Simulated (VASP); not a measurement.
Input:

```
CELL_PARAMETERS angstrom
      3.48943     0.00000     0.00000
      0.00000     3.48943     0.00000
      0.00000     0.00000     3.48943
ATOMIC_POSITIONS crystal
  Ni 0.50000 0.00000 0.50000
  Ni 0.00000 0.50000 0.50000
  Ni 0.50000 0.50000 0.00000
  Ge 0.00000 0.00000 0.00000
```

The numbers are results of LDA (Ceperley-Alder, Perdew-Zunger), VASP's LDA PAW potentials (set 64) (plane waves; VASP), not measurements. Numerical set-up: 400 eV cut-off, Gaussian smearing of 0.050 eV, potentials Ni Ge_d.

Question: Give the energies of bands 12 to 25 at the high-symmetry points, in eV from the Fermi level.

Answer: 
```csv
band,Γ,X,M,R
12,-3.55,-2.80,-2.80,-3.89
13,-1.51,-2.20,-2.80,-2.27
14,-1.51,-2.20,-2.10,-2.27
15,-1.51,-2.01,-2.10,-2.27
16,-0.96,-1.95,-1.58,-1.36
17,-0.96,-1.35,-1.45,-1.36
18,-0.96,-1.35,-1.45,-1.36
19,-0.58,-1.28,-1.21,-1.21
20,-0.58,-1.18,-1.15,-1.21
21,-0.28,-0.53,-0.96,-0.49
22,0.06,0.06,-0.96,-0.19
23,0.06,3.78,0.70,-0.19
24,0.06,3.78,0.70,-0.19
25,4.26,4.93,5.95,0.81
```

It has no gap at this level: it comes out as a metal or semimetal.

The structure comes from a computed database's Ni3Ge entry (Pm-3m); how it stands against other phases isn't given here. It was relaxed first. The run is not spin-polarised, so no magnetic state was tried.
